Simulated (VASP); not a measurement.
Set up this calculation in VASP 6.6.1, as the native input.

- Task: single point
- Functional: PBE0(alpha)
- Potentials or basis: VASP PAW PBE potentials, release 64 (Sb, C)
- Cutoff: 520 eV
- k mesh: 5 × 5 × 5
- Occupations: fermi-dirac, width 0.05 eV
- Spin: no spin polarisation
- Share of exact exchange: 0.1
- Grid for exact exchange (PRECFOCK): Fast
- Exchange at q = 0: truncated
- Further INCAR settings: ALGO = Normal; EDIFF = 1e-07; NBANDS = 12

The system is SbC.

```
CELL_PARAMETERS angstrom
3.11468 0.00000 0.00000
0.00000 3.11468 0.00000
0.00000 0.00000 3.11468
ATOMIC_POSITIONS crystal
Sb 0.50000 0.50000 0.50000
C 0.00000 0.00000 0.00000
```

The cell was built by a generator and needn't be a form met in nature.

These files were run (other wordings do the same):

POSCAR

```
SbC
1.0
    3.1146800000      0.0000000000      0.0000000000
    0.0000000000      3.1146800000      0.0000000000
    0.0000000000      0.0000000000      3.1146800000
Sb C
1 1
Direct
    0.5000000000      0.5000000000      0.5000000000
    0.0000000000      0.0000000000      0.0000000000
```

INCAR.step1

```
PREC     = Accurate       # precision mode
ENCUT    = 520            # plane-wave cutoff, eV
EDIFF    = 1E-5           # SCF threshold, eV
ISMEAR   = -1             # smearing method
SIGMA    = 0.05           # smearing width, eV
LREAL    = False          # projectors in reciprocal space
LASPH    = True           # aspherical terms in the spheres
NELM     = 100            # most SCF steps
ALGO     = Normal         # electronic algorithm
ISIF     = 2              # what is computed and relaxed
LWAVE    = True           # write WAVECAR
LCHARG   = False          # write CHGCAR
NBANDS   = 12             # bands
GGA      = PE             # functional
```

INCAR.step2

```
PREC     = Accurate       # precision mode
ENCUT    = 520            # plane-wave cutoff, eV
EDIFF    = 1E-7           # SCF threshold, eV
ISMEAR   = -1             # smearing method
SIGMA    = 0.05           # smearing width, eV
LREAL    = False          # projectors in reciprocal space
LASPH    = True           # aspherical terms in the spheres
NELM     = 100            # most SCF steps
ALGO     = Normal         # electronic algorithm
ISIF     = 2              # what is computed and relaxed
LWAVE    = False          # write WAVECAR
LCHARG   = False          # write CHGCAR
GGA      = PE             # functional
LHFCALC  = True           # exact exchange
AEXX     = 0.1            # exact-exchange fraction
PRECFOCK = Fast         
HFRCUT   = -1           
NBANDS   = 12             # bands
ISTART   = 1
```

KPOINTS

```
Automatic mesh
0
Gamma
  5 5 5
```

Potentials or basis: VASP PAW PBE potentials, release 64 (Sb, C).

Command:

```bash
$ cat potpaw_PBE.64/Sb/POTCAR potpaw_PBE.64/C/POTCAR > POTCAR
$ cp INCAR.step1 INCAR
$ mpirun -np 1 vasp_std > vasp.out
$ cp INCAR.step2 INCAR
$ mpirun -np 1 vasp_std > vasp.out
```

Results of the run:

- Pressure: -0.6 GPa
- Band gap on the k mesh: none (metal or under the smearing width)

Caveat: the k mesh is coarse (spacing up to 0.40 Å⁻¹), so the values aren't converged, least of all with exact exchange; the PAW data sets were made with another functional, which shifts forces and pressure a little.

Run time: 61 s on 1 thread of Intel(R) Xeon(R) 6975P-C (Granite Rapids), on a shared host, peak memory 0.15 GiB.
